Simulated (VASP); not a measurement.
Method: PBE GGA with spin-orbit coupling, VASP's PBE PAW potentials (set 64) (plane waves; VASP).

A VASP calculation is set up with these files.

INCAR:
```
! general
SYSTEM         =  GeBr2
PREC           =  Accurate
ENCUT          =  300
LREAL          =  .False.
LASPH          =  .True.

! electronic loop
EDIFF          =  1E-6
NELM           =  100
ALGO           =  Normal
LMAXMIX        =  4

! smearing
ISMEAR         =  -1
SIGMA          =  0.1

! functional
GGA            =  PE
GGA_COMPAT     =  .False.

! spin
MAGMOM         =  18*0.0
LSORBIT        =  .True.
LNONCOLLINEAR  =  .True.

! ions
ISIF           =  2

! output
LWAVE          =  .False.
LCHARG         =  .False.
LORBIT         =  11
```

### KPOINTS
```
Automatic mesh
0
gamma
  5 5 1
```

**POSCAR**
```
GeBr2
1
    3.4208670000     0.0000000000     0.0000000000
   -1.7104330000     2.9625580000     0.0000000000
    0.0000000000     0.0000000000    13.3057760000
Ge Br
2 4
Direct
  0.3333330000   0.6666670000   0.2500000000
  0.6666670000   0.3333330000   0.7500000000
  0.3333330000   0.6666670000   0.6275000000
  0.6666670000   0.3333330000   0.1275000000
  0.6666670000   0.3333330000   0.3725000000
  0.3333330000   0.6666670000   0.8725000000
```

POTCAR, in this order: Ge_d Br (PBE.64 set). Program: vasp_ncl.

What VASP printed:

File OSZICAR:
```
       N       E                     dE             d eps       ncg     rms          rms(c)
DAV:   1     0.608057046661E+03    0.60806E+03   -0.18215E+04   862   0.234E+03
DAV:   2     0.105998443161E+03   -0.50206E+03   -0.48235E+03   692   0.698E+02
DAV:   3    -0.673695133781E+01   -0.11274E+03   -0.10744E+03   790   0.194E+02
DAV:   4    -0.152282059274E+02   -0.84913E+01   -0.83280E+01   784   0.644E+01
DAV:   5    -0.154996643831E+02   -0.27146E+00   -0.27072E+00   824   0.103E+01    0.139E+01
DAV:   6    -0.153235430198E+02    0.17612E+00   -0.30866E-01   900   0.338E+00    0.831E+00
DAV:   7    -0.153133469526E+02    0.10196E-01   -0.28076E-01   742   0.249E+00    0.152E+00
DAV:   8    -0.153106425152E+02    0.27044E-02   -0.17553E-02   774   0.813E-01    0.520E-01
DAV:   9    -0.153089685931E+02    0.16739E-02   -0.11296E-02   798   0.525E-01    0.194E-01
DAV:  10    -0.153091471900E+02   -0.17860E-03   -0.10805E-03   812   0.248E-01    0.503E-02
DAV:  11    -0.153091823331E+02   -0.35143E-04   -0.99889E-05   862   0.606E-02    0.341E-02
DAV:  12    -0.153092018652E+02   -0.19532E-04   -0.21874E-05   768   0.294E-02    0.105E-02
DAV:  13    -0.153092072916E+02   -0.54265E-05   -0.10249E-05   688   0.178E-02    0.306E-03
DAV:  14    -0.153092073988E+02   -0.10720E-06   -0.51113E-07   488   0.596E-03
   1 F= -.15309207E+02 E0= -.15308346E+02  d E =-.172182E-02  mag=    -0.0000    -0.0000     0.0000
```

### OUTCAR
```
------------------------ aborting loop because EDIFF is reached ----------------------------------------
  FORCE on cell =-STRESS in cart. coord.  units (eV):
  Direction    XX          YY          ZZ          XY          YZ          ZX
  --------------------------------------------------------------------------------------
  Total       19.3133547     19.3133583     20.6137651      0.0000033      0.0000000      0.0000000
  in kB      229.4695375    229.4695801    244.9202232      0.0000387      0.0000000      0.0000000
  external PRESSURE =     234.6197803 kB  Pullay stress =       0.0000000 kB
  volume of cell :      134.85
      direct lattice vectors                 reciprocal lattice vectors
     3.420867000  0.000000000  0.000000000     0.292323554  0.168773018  0.000000000
    -1.710433000  2.962558000  0.000000000     0.000000000  0.337546134  0.000000000
     0.000000000  0.000000000 13.305776000     0.000000000  0.000000000  0.075155331
 POSITION                                       TOTAL-FORCE (eV/Angst)
 -----------------------------------------------------------------------------------
     -0.00000      1.97504      3.32644         0.000000      0.000000      0.000000
      1.71044      0.98752      9.97933        -0.000000      0.000000     -0.000000
     -0.00000      1.97504      8.34937         0.000000     -0.000000     -2.950346
      1.71044      0.98752      1.69649        -0.000000      0.000000     -2.950346
      1.71044      0.98752      4.95640        -0.000000      0.000000      2.950346
     -0.00000      1.97504     11.60929         0.000000     -0.000000      2.950346
 -----------------------------------------------------------------------------------
    total drift:                               -0.000085     -0.000148      0.000000
  FREE ENERGIE OF THE ION-ELECTRON SYSTEM (eV)
  ---------------------------------------------------
  free  energy   TOTEN  =       -15.3092073988 eV

  energy  without entropy=      -15.3074855798  energy(sigma->0) =      -15.30834649

 total charge

# of ion       s       p       d       tot
------------------------------------------
    1        1.438   0.781  10.092  12.311
    2        1.438   0.781  10.092  12.311
    3        1.630   3.253   0.048   4.931
    4        1.630   3.253   0.048   4.931
    5        1.630   3.253   0.048   4.931
    6        1.630   3.253   0.048   4.931
--------------------------------------------------
tot          9.398  14.573  20.376  44.347

 magnetization (x)

# of ion       s       p       d       tot
------------------------------------------
    1        0.000  -0.000   0.000  -0.000
    2        0.000  -0.000  -0.000  -0.000
    3        0.000  -0.000   0.000  -0.000
    4       -0.000   0.000   0.000   0.000
    5        0.000  -0.000   0.000  -0.000
    6       -0.000   0.000  -0.000   0.000
--------------------------------------------------
tot         -0.000   0.000   0.000   0.000

 magnetization (y)

# of ion       s       p       d       tot
------------------------------------------
    1        0.000   0.000   0.000   0.000
    2        0.000  -0.000  -0.000  -0.000
    3       -0.000   0.000   0.000   0.000
    4        0.000   0.000   0.000   0.000
    5       -0.000  -0.000   0.000  -0.000
    6        0.000  -0.000   0.000  -0.000
--------------------------------------------------
tot         -0.000  -0.000  -0.000  -0.000

 magnetization (z)

# of ion       s       p       d       tot
------------------------------------------
    1        0.000   0.000   0.000   0.000
    2        0.000   0.000   0.000   0.000
    3        0.000   0.000   0.000   0.000
    4        0.000   0.000   0.000   0.000
    5        0.000   0.000   0.000   0.000
    6        0.000   0.000   0.000   0.000
--------------------------------------------------
tot          0.000   0.000   0.000   0.000

 Ion:    1  E_soc:     -0.0141384

 Ion:    2  E_soc:     -0.0141384

 Ion:    3  E_soc:     -0.0552291

 Ion:    4  E_soc:     -0.0552291

 Ion:    5  E_soc:     -0.0552291

 Ion:    6  E_soc:     -0.0552291
```
(Selected blocks of OUTCAR.)

At this cut-off the stress carries a Pulay error, which pulls relaxed volumes low.

The structure was generated: GeBr2 was put into an ordered model structure, which need not be its known phase. The cell was not relaxed at this level. The k-mesh is coarse (spacing up to 0.47 per Å, 2π included), so the numbers may not be converged in it. The run is one of a series of settings (GGA_COMPAT = .FALSE., LNONCOLLINEAR = .TRUE., LSORBIT = .TRUE., MAGMOM = 0.0 0.0 0.0 0.0 0.0 0.0 0.0 0.0 0.0 0.0 0.0 0.0 0.0 0.0 0.0 0.0 0.0 0.0, program vasp_ncl against the base run), some of them coarse on purpose.
